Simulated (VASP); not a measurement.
```xyz
4
Lattice="0.0000 3.1814 3.1814 3.1814 0.0000 3.1814 3.1814 3.1814 0.0000" Properties=species:S:1:pos:R:3 pbc="T T T"
Ta     0.0000     3.1814     3.1814
W      1.5907     1.5907     1.5907
W      4.7721     4.7721     4.7721
W      3.1814     3.1814     3.1814
```

Level of theory: PBEsol GGA, VASP's PBE PAW potentials (set 64) (plane waves; VASP 6.6.1). Settings: 400 eV cut-off, 9×9×9 Γ-centred mesh, tetrahedra with Blöchl corrections, potentials Ta_pv W_sv.

Unless said otherwise, spin-orbit coupling is left out, though it shifts the bands of the heavy elements here.

Problem. What does the run give for the energy per atom (σ→0), band gap (on the k-mesh) with the smallest direct gap where there is one?

Solution. 
The band gap (on the k-mesh) comes out as none (metal, semimetal or under 0.01 eV) and the energy per atom (σ→0) is -13.583 eV/atom.

The absolute energy has meaning only against runs of the same code, potentials and settings.

The structure comes from a computed database's TaW3 entry (Fm-3m); how it stands against other phases isn't given here. It was relaxed first. The electron count is odd and the run is not spin-polarised, which forces a metal.
